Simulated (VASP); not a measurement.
# OInBr2H in VASP: settings compared

The runs below take OInBr2H through electron localisation function, relaxation of the atoms, with PBE, revPBE.

All numbers are computed with VASP 6.6.1; they aren't measurements. Logs are shortened: lines on timing, memory, paths and dates and some standing lists are left out, and cuts for length are marked.

## (1) Starting point

The cell holds a molecule in a box, 5 atoms: a = 13.000 Å, b = 13.000 Å, c = 12.000 Å, α = 90.00°, β = 90.00°, γ = 90.00°.

## (2) Electron localisation function, PBE

INCAR reads:

```
SYSTEM = InHBr2O
ALGO = Fast
EDIFF = 1E-7
ENCUT = 520
GGA = PE
ISIF = 2
ISMEAR = 0
LASPH = .True.
LCHARG = .True.
LELF = .True.
LREAL = .False.
LWAVE = .False.
NELM = 60
PREC = Accurate
SIGMA = 0.01
```

KPOINTS reads:

```
k-points
0
Gamma
  1 1 1
  0 0 0
```

POSCAR reads:

```
InHBr2O
1.0
   13.0000000000      0.0000000000      0.0000000000
    0.0000000000     13.0000000000      0.0000000000
    0.0000000000      0.0000000000     12.0000000000
O In Br H
1 1 2 1
Direct
    0.4860500000      0.6097807700      0.5136916700
    0.4951423100      0.4591423100      0.5067583300
    0.6378192300      0.3718500000      0.6005083300
    0.3641807700      0.3642269200      0.4051583300
    0.5417500000      0.6390038500      0.5558833300
```

Potentials or basis: VASP PAW PBE potentials, release 64 (O, In_d, Br, H).

Launch:

```console
$ cat potpaw_PBE.64/O/POTCAR potpaw_PBE.64/In_d/POTCAR potpaw_PBE.64/Br/POTCAR potpaw_PBE.64/H/POTCAR > POTCAR
$ mpirun -np 1 vasp_gam > vasp.out
```

OUTCAR:

```text
SYSTEM = InHBr2O
   EDIFF = 1E-7
   ENCUT = 520
   GGA = PE
   ISIF = 2
   ISMEAR = 0
   LASPH = .True.
   LREAL = .False.
   NELM = 60
   PREC = Accurate

 ion  position               nearest neighbor table
   1  0.486  0.610  0.514-   5 0.96   2 1.96
   2  0.495  0.459  0.507-   1 1.96   4 2.43   3 2.45
   3  0.638  0.372  0.601-   2 2.45
   4  0.364  0.364  0.405-   2 2.43
   5  0.542  0.639  0.556-   1 0.96

  LATTYP: Found a simple tetragonal cell.
 ALAT       =    13.0000000000
 C/A-ratio  =     0.9230769231

  Lattice vectors:

 A1 = (  13.0000000000,   0.0000000000,   0.0000000000)
 A2 = (   0.0000000000,  13.0000000000,   0.0000000000)
 A3 = (   0.0000000000,   0.0000000000,  12.0000000000)

Analysis of symmetry for initial positions (statically):
=====================================================================
 Subroutine PRICEL returns:
 Original cell was already a primitive cell.

 Routine SETGRP: Setting up the symmetry group for a
 simple tetragonal supercell.

 Subroutine GETGRP returns: Found  1 space group operations
 (whereof  1 operations were pure point group operations)
 out of a pool of 16 trial point group operations.

The static configuration has the point symmetry C_1 .

Analysis of symmetry for dynamics (positions and initial velocities):
=====================================================================
 Subroutine PRICEL returns:
 Original cell was already a primitive cell.

 Routine SETGRP: Setting up the symmetry group for a
 simple tetragonal supercell.

 Subroutine GETGRP returns: Found  1 space group operations
 (whereof  1 operations were pure point group operations)
 out of a pool of 16 trial point group operations.

The dynamic configuration has the point symmetry C_1 .

 Subroutine INISYM returns: Found  1 space group operations
 (whereof  1 operations are pure point group operations),
 and found     1 'primitive' translations

----------------------------------------------------------------------------------------

                                     Primitive cell

  volume of cell :    2028.0000

  direct lattice vectors                    reciprocal lattice vectors
    13.000000000  0.000000000  0.000000000     0.076923077  0.000000000  0.000000000
     0.000000000 13.000000000  0.000000000     0.000000000  0.076923077  0.000000000
     0.000000000  0.000000000 12.000000000     0.000000000  0.000000000  0.083333333

  length of vectors
[... 66 lines left out ...]
   EDIFFG = 0.1E-05   stopping-criterion for IOM
   NSW    =      0    number of steps for IOM
   IBRION =     -1    ionic relax: 0-MD 1-quasi-New 2-CG
   NFREE  =      0    steps in history (QN), initial steepest desc. (CG)
   ISIF   =      2    stress and relaxation
   ISYM   =      2    0-nonsym 1-usesym 2-fastsym
   POTIM  = 0.5000    time-step for ionic-motion
   TEBEG  =    0.0;   TEEND  =   0.0 temperature during run
   PSTRESS=    0.0 pullay stress
   NELECT =      34.0000    total number of electrons
   NUPDOWN=      -1.0000    fix difference up-down
   EMIN   =  10.00;   EMAX   =-10.00  energy-range for DOS
   EFERMI =   0.00;   METHOD = LEGACY
   ISMEAR =     0;   SIGMA  =   0.01  broadening in eV -4-tet -1-fermi 0-gaus
   EFERMI_NEDOS =   21; number of points for ismear=-14 and -15
   IALGO  =     68    algorithm
   IMIX   =      4    mixing-type and parameters
     AMIX     =   0.40;   BMIX     =  1.00
     AMIX_MAG =   1.60;   BMIX_MAG =  1.00
  volume/ion in A,a.u.               =     405.60      2737.12
  Fermi-wavevector in a.u.,A,eV,Ry     =   0.418998  0.791791  2.388628  0.175559
  Thomas-Fermi vector in A             =   1.380257
   LORBIT       =      0    0 simple, 1 ext, 2 COOP (PROOUT), +10 PAW based schemes
   GGA     = PE    functional components
   LHFCALC =     F    Hartree Fock is set to
   AEXX    =    0.0000 exact exchange contribution
   IVDW    =     0    specifies the selected vdW correction
   LEPSILON=     F    determine dielectric tensor
   LRPA    =     F    only Hartree local field effects (RPA)
 non-spin polarized calculation
 RMM-DIIS sequential band-by-band and
 Gauss-broadening in eV      SIGMA  =   0.01
  energy-cutoff  :      520.00
  volume of cell :     2028.00
 maximum number of plane-waves:     27285
 NGX is ok and might be reduce to    98
   NGX = 49   NGY = 49   NGZ = 45

 number of electron      34.0000014 magnetization

 Free energy of the ion-electron system (eV)
  ---------------------------------------------------
  ext. energy  EPLUGINS =         0.00000000
  ---------------------------------------------------
  free energy    TOTEN  =       -17.93071260 eV

  energy without entropy =      -17.93071260  energy(sigma->0) =      -17.93071260

 E-fermi :  -6.8870     XC(G=0):  -0.9220

 val. band max:       -6.9802133201   @ k =   0.0000   0.0000   0.0000
 cond. band min:      -3.1127524459   @ k =   0.0000   0.0000   0.0000
 fundamental gap:      3.8674608742
 Fermi energy:        -6.8869788712

 k-point     1 :       0.0000    0.0000    0.0000
  band No.  band energies     occupation
      1     -24.4000      2.00000
      2     -20.4822      2.00000
      3     -20.3714      2.00000
      4     -19.7940      2.00000
      5     -19.7083      2.00000
      6     -19.5402      2.00000
[... 13 lines left out ...]
     20      -0.3493      0.00000
     21       0.0169      0.00000

------------------------ aborting loop because EDIFF is reached ----------------------------------------

  FORCE on cell =-STRESS in cart. coord.  units (eV):
  Direction    XX          YY          ZZ          XY          YZ          ZX
  --------------------------------------------------------------------------------------
  -------------------------------------------------------------------------------------
  Total        1.1187087      1.6412314      0.4717341      0.0718778      0.1854950      0.7795796
  in kB        0.8838115      1.2966192      0.3726832      0.0567855      0.1465463      0.6158899
  external PRESSURE =       0.8510380 kB  Pullay stress =       0.0000000 kB

 VOLUME and BASIS-vectors are now :
 -----------------------------------------------------------------------------
  energy-cutoff  :      520.00
  volume of cell :     2028.00
      direct lattice vectors                 reciprocal lattice vectors
    13.000000000  0.000000000  0.000000000     0.076923077  0.000000000  0.000000000
     0.000000000 13.000000000  0.000000000     0.000000000  0.076923077  0.000000000
     0.000000000  0.000000000 12.000000000     0.000000000  0.000000000  0.083333333

 POSITION                                       TOTAL-FORCE (eV/Angst)
 -----------------------------------------------------------------------------------
      6.31865      7.92715      6.16430        -0.528616      0.382862     -0.316249
      6.43685      5.96885      6.08110         0.031950     -0.335052     -0.005321
      8.29165      4.83405      7.20610         0.242323     -0.154331      0.146941
      4.73435      4.73495      4.86190        -0.220279     -0.146160     -0.157441
      7.04275      8.30705      6.67060         0.474621      0.252680      0.332069
 -----------------------------------------------------------------------------------
    total drift:                                0.001072      0.000171     -0.000228

  FREE ENERGIE OF THE ION-ELECTRON SYSTEM (eV)
  ---------------------------------------------------
  free  energy   TOTEN  =       -17.9307126002 eV

  energy  without entropy=      -17.9307126002  energy(sigma->0) =      -17.93071260
```

OSZICAR:

```text
N       E                     dE             d eps       ncg     rms          rms(c)
DAV:   1     0.322753563917E+03    0.32275E+03   -0.97935E+03    50   0.101E+03
DAV:   2     0.981735531333E+02   -0.22458E+03   -0.21123E+03    52   0.234E+02
DAV:   3    -0.667986113721E+01   -0.10485E+03   -0.10448E+03    63   0.125E+02
[... 21 lines left out ...]
RMM:  25    -0.179307115535E+02   -0.85579E-06   -0.10685E-07    33   0.262E-03    0.277E-04
RMM:  26    -0.179307119575E+02   -0.40396E-06   -0.94495E-08    32   0.275E-03    0.147E-04
RMM:  27    -0.179307123882E+02   -0.43069E-06   -0.96319E-08    35   0.302E-03    0.661E-05
RMM:  28    -0.179307125608E+02   -0.17264E-06   -0.86704E-08    28   0.244E-03    0.879E-05
RMM:  29    -0.179307126002E+02   -0.39381E-07   -0.74721E-08    25   0.246E-03
   1 F= -.17930713E+02 E0= -.17930713E+02  d E =-.999244E-40
```

It took 4.3 min on 1 thread of Intel Xeon Platinum 8259CL at 2.50GHz (Skylake/Cascade Lake), shared host; peak memory 1.5 GiB.

Results:

* Free energy: -17.9307 eV
* Largest force: 0.725 eV/Å
* Gap between the frontier levels: 3.87 eV

Forces on the atoms (eV/Å):
```
O   -0.529  0.383 -0.316
In   0.032 -0.335 -0.005
Br   0.242 -0.154  0.147
Br  -0.220 -0.146 -0.157
H    0.475  0.253  0.332
```

Caveat: spin-orbit coupling is left out, which moves the levels of the heavy elements.

## (3) Relaxation of the atoms, revPBE

INCAR reads:

```
ALGO = Normal ; EDIFF = 1E-7
EDIFFG = -0.01 ; ENCUT = 520
GGA = RE ; IBRION = 2
ISIF = 2 ; ISMEAR = 0
LASPH = T ; LCHARG = F
LREAL = F ; LWAVE = F
NELM = 60 ; NSW = 40
PREC = Accurate ; SIGMA = 0.01
```

KPOINTS reads:

```
k-points
0
Gamma
  1 1 1
```

POSCAR is that of step 2.

Potentials or basis: VASP PAW PBE potentials, release 64 (O, In_d, Br, H).

Launch:

```console
$ cat potpaw_PBE.64/O/POTCAR potpaw_PBE.64/In_d/POTCAR potpaw_PBE.64/Br/POTCAR potpaw_PBE.64/H/POTCAR > POTCAR
$ mpirun -np 1 vasp_gam > vasp.out
```

It took 43 min on 1 thread of Intel Xeon Platinum 8259CL at 2.50GHz (Skylake/Cascade Lake), shared host; peak memory 1.6 GiB.

It converged, with:

| Item | Value |
| --- | --- |
| Free energy | -17.4563 eV |
| Energy gained by relaxing | 8.3 meV/atom |
| Ionic steps | 30 |
| Largest force after relaxing | 0.010 eV/Å |
| Gap between the frontier levels | 3.65 eV |

Forces on the atoms (eV/Å):
```
O    0.002 -0.009  0.001
In   0.004  0.000  0.002
Br  -0.007  0.004 -0.003
Br   0.000 -0.001 -0.001
H    0.001  0.007  0.001
```

The path:
| step | energy change (eV) | largest force (eV/Å) | pressure (GPa) |
| --- | --- | --- | --- |
| 1 | 0.0000 | 0.8536 | 0.12 |
| 2 | -0.0093 | 1.4303 | 0.00 |
| 3 | -0.0228 | 0.7797 | 0.05 |
| 4 | -0.0324 | 0.7107 | 0.00 |
| 5 | -0.0368 | 0.3295 | 0.02 |
| 6 | -0.0412 | 0.0601 | 0.00 |
| 7 | -0.0412 | 0.0651 | 0.00 |
| 8 | -0.0412 | 0.1153 | 0.00 |
| 9 | -0.0413 | 0.0531 | 0.00 |
| 10 | -0.0414 | 0.0339 | 0.00 |
| 11 | -0.0414 | 0.0477 | 0.00 |
| 12 | -0.0415 | 0.0257 | 0.00 |
| 13 | -0.0415 | 0.0234 | 0.00 |
| 14 | -0.0415 | 0.0305 | 0.00 |
| 15 | -0.0415 | 0.0232 | 0.00 |
| 16 | -0.0415 | 0.0462 | -0.01 |
| 17 | -0.0415 | 0.0160 | 0.00 |
| 18 | -0.0415 | 0.0107 | 0.00 |
| 19 | -0.0415 | 0.0127 | 0.00 |
| 20 | -0.0415 | 0.0143 | 0.00 |
| 21 | -0.0415 | 0.0224 | 0.00 |
| 22 | -0.0416 | 0.0203 | 0.00 |
| 23 | -0.0416 | 0.0209 | 0.00 |
| 24 | -0.0416 | 0.0220 | 0.00 |
| 25 | -0.0416 | 0.0248 | 0.00 |
| 26 | -0.0416 | 0.0207 | -0.01 |
| 27 | -0.0416 | 0.0197 | -0.01 |
| 28 | -0.0416 | 0.0120 | -0.01 |
| 29 | -0.0416 | 0.0136 | 0.00 |
| 30 | -0.0417 | 0.0098 | 0.00 |

Final structure:
```
O In Br H
1.0
    13.00000    0.00000    0.00000
     0.00000   13.00000    0.00000
     0.00000    0.00000   12.00000
O In Br H
1 1 2 1
Direct
  0.48491 0.61248 0.51310
  0.49562 0.45838 0.50709
  0.64054 0.36929 0.60232
  0.36193 0.36314 0.40336
  0.54194 0.64071 0.55613
```

Levels at points of the mesh, in eV from the valence-band top:
| k point | band 13 | band 14 | band 15 | band 16 | band 17 | band 18 | band 19 | band 20 | band 21 |
| --- | --- | --- | --- | --- | --- | --- | --- | --- | --- |
| (0.00, 0.00, 0.00) | -0.53 | -0.10 | -0.05 | -0.03 | 0.00 | 3.65 | 5.17 | 6.51 | 6.87 |

Caveat: the PAW data sets were made with another functional, which shifts forces and pressure a little; spin-orbit coupling is left out, which moves the levels of the heavy elements.

## (4) For comparison

An earlier run on the cell as given: functional PBE; potentials or basis VASP PAW PBE potentials, release 64 (O, In_d, Br, H); cutoff 520 eV; k mesh 1 × 1 × 1; occupations gaussian, width 0.01 eV; no spin polarisation.

* Largest force: 0.725 eV/Å
* Gap between the frontier levels: 3.87 eV

## (5) Summary

| task | level | cell | gap on the mesh (eV) | largest force (eV/Å) |
| --- | --- | --- | --- | --- |
| electron localisation function | PBE | as given | 3.87 | 0.73 |
| relaxation of the atoms | revPBE | atoms relaxed | 3.65 | 0.01 |
| single point | PBE | as given | 3.87 | 0.73 |

Alike in all rows: potentials or basis VASP PAW PBE potentials, release 64 (O, In_d, Br, H); no spin polarisation; k mesh 1 × 1 × 1; cutoff (eV) 520; smearing gaussian 0.01 eV.

Caveats: spin-orbit coupling is left out, which moves the levels of the heavy elements; the PAW data sets were made with another functional, which shifts forces and pressure a little (some runs).

Absolute energies hang on the potentials; compare differences alone.
